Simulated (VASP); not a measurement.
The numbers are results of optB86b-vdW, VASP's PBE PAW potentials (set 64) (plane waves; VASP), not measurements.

The input files of a VASP run:

**KPOINTS**
```
Automatic mesh
0
Gamma
17 17 17
0 0 0
```

POSCAR:
```
Ta
1
   -1.6500000000     1.6500000000     1.6500000000
    1.6500000000    -1.6500000000     1.6500000000
    1.6500000000     1.6500000000    -1.6500000000
Ta
1
Direct
  0.0000000000   0.0000000000   0.0000000000
```

### INCAR
```
SYSTEM = Ta
PREC = Accurate
ENCUT = 520
EDIFF = 1E-7
NELM = 100
ALGO = Normal
LREAL = .FALSE.
LASPH = .TRUE.
ISMEAR = -5
GGA = MK
PARAM1 = 0.1234
PARAM2 = 1.0
LUSE_VDW = .TRUE.
AGGAC = 0.0
LMAXMIX = 6
LWAVE = .FALSE.
LCHARG = .TRUE.
LORBIT = 11
NEDOS = 601
ISIF = 2
```

POTCAR, in this order: Ta_pv (PBE.64 set). Program: vasp_std.

Q: What will the output report for the number of irreducible k-points (NKPTS), largest plane-wave count, number of space-group operations, FFT grid (NGX, NGY, NGZ)?

A: 
| Property | Result |
|---|---|
| number of irreducible k-points (NKPTS) | 165 |
| largest plane-wave count | 494 |
| number of space-group operations | 48 |
| FFT grid (NGX, NGY, NGZ) | 24 × 24 × 24 |

The compound is Ta in the bcc structure. The cell was not relaxed at this level.
